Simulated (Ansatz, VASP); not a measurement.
# BN: VASP beside Ansatz, part 3 of 3

Aim: how closely do two programs agree when they are given the same cell, functional and k mesh? The cell is taken from a series of runs on this material, whose earlier steps may have relaxed, scaled, displaced or heated it; both programs get it as it stands.

VASP 6.6.1 and Ansatz 0.2.0.

So far: VASP: zone-centre phonons, PBE, pair 1; Ansatz: zone-centre phonons, PBE, pair 1; Comparison; VASP: zone-centre phonons, PBE, pair 2; Ansatz: zone-centre phonons, PBE, pair 2; Side by side.

## Step 8: Ansatz: zone-centre phonons, PBE, pair 3

Level of this step: Ansatz beside VASP: Kohn-Sham DFT, plane waves, PBE (Ansatz).

Second derivatives magnify differences that forces hide, and they need a tight electronic threshold. The cell compared in this pair holds 11.19 Å³, against 10.95 Å³ for the pair before.

The cell is taken from a series of runs on this material, whose earlier steps may have relaxed, scaled, displaced or heated it; both programs get it as it stands.

input.yaml

```yaml
crystal:
  lattice:
    - [0.0, 1.7750519855, 1.7750519855]
    - [1.7750519855, 0.0, 1.7750519855]
    - [1.7750519855, 1.7750519855, 0.0]
  atoms:
    - { symbol: B, position: [0.0, 0.0, 0.0] }
    - { symbol: "N", position: [0.25, 0.25, 0.25] }
kpoints:
  mp_grid: { grid: [12, 12, 12] }
hamiltonian:
  xc: pbe
  pseudopotentials: { kind: paw, azcp: { folder: soft_1 } }
scf:
  occupations: { method: fixed }
output:
  eigenvalues: true
phonons:
  method: dfpt
  dielectric: true
  rigid_motions: translations
```

Launch:

```sh
$ ansatz run input.yaml --threads 4 --pin off --max-ram 10240MiB --backend cpu --events-out ev --progress --plain --runs-dir out
```

Numbers of over 12 decimals in the logs are rounded to 6 here.

Output:

```text
[...]
Crystal: 2 atoms, lattice volume = 11.186 Å³
Basis set: ecut = 420 eV, 229 PW (Γ), exchange–correlation on 36×36×36 points (8 copies of the dense FFT grid, shifted against one another)
Bands: 8, of which v1, the nominal top of the filled ones, is band 4 counted from 1 (3 counted from 0)
Symmetry: 24 space group operations
k-points: 280 of 1728 (irreducible under 4 space group operations, time reversal used)
[...]
optical modes at Γ + LO–TO along q̂ = [1.0000, 0.0000, 0.0000]:
      ω (cm⁻¹)  modes    IR ((D/Å)²/amu)
[...]
optical modes at Γ + LO–TO along q̂ = [0.0000, 1.0000, 0.0000]:
      ω (cm⁻¹)  modes    IR ((D/Å)²/amu)
       1106.13      2            26.8572
       1336.25      1            13.4286
  optical modes at Γ + LO–TO along q̂ = [0.0000, 0.0000, 1.0000]:
      ω (cm⁻¹)  modes    IR ((D/Å)²/amu)
       1106.13      2            26.8572
       1336.25      1            13.4286
[key lines of the parts left out:]
SCF converged after 8 iterations
Free energy (F): -542.225624 eV
Fermi energy:    12.064262 eV
```

## Step 9: VASP: zone-centre phonons, PBE, pair 3

The same cell, functional and mesh now go to VASP, with its own data sets.

INCAR

```
SYSTEM = BN
PREC = Accurate
ENCUT = 600
EDIFF = 1E-08
NELM = 120
ISMEAR = 0
SIGMA = 0.01
LREAL = .FALSE.
ALGO = Normal
GGA = PE
NBANDS = 10
LORBIT = 11
LWAVE = .FALSE.
LCHARG = .FALSE.
ISIF = 2
IBRION = 8
LEPSILON = .TRUE.
LASPH = .TRUE.
GGA_COMPAT = .FALSE.
EFERMI = MIDGAP
KPAR = 2
```

POSCAR

```
BN
1.0
    0.0000000000      1.7750519855      1.7750519855
    1.7750519855      0.0000000000      1.7750519855
    1.7750519855      1.7750519855      0.0000000000
B N
1 1
Direct
    0.0000000000      0.0000000000      0.0000000000
    0.2500000000      0.2500000000      0.2500000000
```

KPOINTS

```
Automatic mesh
0
Gamma
12 12 12
0 0 0
```

Potentials, in the order of the species: B and N (PBE family, release 64).

Launch:

```sh
$ mpirun -np 2 vasp_std
```

Output:

```text
[... set-up lines as in an earlier step ...]
 entering main loop
       N       E                     dE             d eps       ncg     rms          rms(c)
DAV:   1     0.165134429292E+02    0.16513E+02   -0.55203E+03  1472   0.889E+02
DAV:   2    -0.178035019159E+02   -0.34317E+02   -0.32741E+02  1714   0.205E+02
DAV:   3    -0.184509450772E+02   -0.64744E+00   -0.64661E+00  1690   0.246E+01
DAV:   4    -0.184517766902E+02   -0.83161E-03   -0.83159E-03  1630   0.960E-01
[...]
DAV:  11    -0.173964434627E+02   -0.44549E-05   -0.73867E-06  1698   0.244E-02    0.926E-03
DAV:  12    -0.173964434825E+02   -0.19830E-07   -0.13615E-06  1640   0.914E-03    0.630E-04
DAV:  13    -0.173964434896E+02   -0.70829E-08   -0.24189E-08  1638   0.163E-03
   1 F= -.17396443E+02 E0= -.17396443E+02  d E =0.000000E+00
 Linear response reoptimize wavefunctions to high precision
DAV:   1    -0.173964435032E+02   -0.13651E-07   -0.19798E-09  1586   0.425E-04
DAV:   2    -0.173964435032E+02    0.87539E-11   -0.61333E-12   868   0.291E-05
 Linear response G [H, r] |phi>, progress :
  Direction:   1
[...]
RMM:  11    -0.370172334507E-01   -0.22694E-08   -0.18664E-07  6221   0.705E-06    0.821E-08
 first order change of Fermi-energy  -0.31521E+01
 force on displaced ion       1 direction 1 : -27.650   0.000   0.000
 Born effective charge ion    1 direction 1 :   1.882   0.000   0.000
 Linear response progress:
  Degree of freedom:   2/  2
       N       E                     dE             d eps       ncg     rms          rms(c)
RMM:   1    -0.233395021506E+00   -0.23340E+00    0.12244E-01 11624   0.337E+00
RMM:   2    -0.228227992140E+00    0.51670E-02   -0.20095E-03  8570   0.545E-01    0.236E-01
RMM:   3    -0.229409723642E+00   -0.11817E-02   -0.38050E-04  8302   0.170E-01    0.127E-01
RMM:   4    -0.231715697127E+00   -0.23060E-02   -0.39017E-04  8042   0.170E-01    0.254E-02
[...]
RMM:  10    -0.231817566770E+00   -0.63065E-08    0.14632E-06  8888   0.156E-05    0.912E-07
RMM:  11    -0.231817573420E+00   -0.66502E-08    0.14755E-06  8341   0.149E-05    0.157E-07
RMM:  12    -0.231817577322E+00   -0.39022E-08    0.14325E-06  5598   0.134E-05    0.501E-08
 first order change of Fermi-energy   0.31524E+01
 force on displaced ion       2 direction 1 : -27.643  -0.000  -0.000
 Born effective charge ion    2 direction 1 :  -1.881   0.000   0.000
 Born effective charges drift removed
 Linear response finished
```

OUTCAR, selected parts (step 9):

```text
  Total        1.8239513      1.8239513      1.8239513     -0.0000000     -0.0000000     -0.0000000
  in kB      261.2525809    261.2525809    261.2525809     -0.0000000     -0.0000000     -0.0000000
  external PRESSURE =     261.2525809 kB  Pullay stress =       0.0000000 kB

 POSITION                                       TOTAL-FORCE (eV/Angst)
 -----------------------------------------------------------------------------------
      0.00000      0.00000      0.00000         0.000000      0.000000      0.000000
      0.88753      0.88753      0.88753        -0.000000     -0.000000     -0.000000
 -----------------------------------------------------------------------------------
    total drift:                                0.000000      0.000000      0.000000

 MACROSCOPIC STATIC DIELECTRIC TENSOR (including local field effects in DFT)
 ------------------------------------------------------
           4.555461     0.000000     0.000000
          -0.000000     4.555461    -0.000000
           0.000000     0.000000     4.555461
 ------------------------------------------------------

 MACROSCOPIC STATIC DIELECTRIC TENSOR IONIC CONTRIBUTION
 ------------------------------------------------------
           2.071585    -0.000000    -0.000000
          -0.000000     2.071585    -0.000000
          -0.000000    -0.000000     2.071585
 ------------------------------------------------------

[... 1 part as in an earlier step ...]

[... 1 further part left out ...]
```

## Step 10: Side by side

Compared:

```csv
quantity,Ansatz,VASP,difference
ε∞ xx,4.56,4.56,+0.01 %
ε∞ yy,4.56,4.56,+0.01 %
ε∞ zz,4.56,4.56,+0.01 %
Born charge of B1 (mean of the diagonal) (e),1.88,1.88,0.00
Born charge of N2 (mean of the diagonal) (e),-1.88,-1.88,0.00
optical mode 1 to 3 (cm⁻¹),1106.1,1110.1,-0.36 %
```

Modes are paired by rising frequency, not by their patterns, so a pair may set unlike modes beside each other; they are those without the splitting of longitudinal modes.

## Step 11: Results

| Quantity | Value |
| --- | --- |
| r.m.s. difference of the optical zone-centre modes, each program's sorted by frequency (zone-centre phonons, PBE, pair 1) | 3.1 cm⁻¹ |
| r.m.s. difference of the optical zone-centre modes, each program's sorted by frequency (zone-centre phonons, PBE, pair 2) | 3.5 cm⁻¹ |
| r.m.s. difference of the optical zone-centre modes, each program's sorted by frequency (zone-centre phonons, PBE, pair 3) | 4.0 cm⁻¹ |

What this shows: The r.m.s. difference of the optical zone-centre modes, each program's sorted by frequency is 3.1 cm⁻¹ (zone-centre phonons, PBE, pair 1). 5 further runs of this series are not shown here. How closely two codes agree says nothing of how well the functional describes the real material.

[Lines on the potential files, build, host, timing and source positions are cut from VASP's logs without a mark.]

[Logs are printed without paths, hosts, clocks, repeated set-up lines and the standing remarks that a program may print on its own settings, such as how far it seeks lower states.]

[Hosts, paths, dates, database ids (printed as entryN), source tags and the programs' standing remarks are cut or masked in the printed files.]
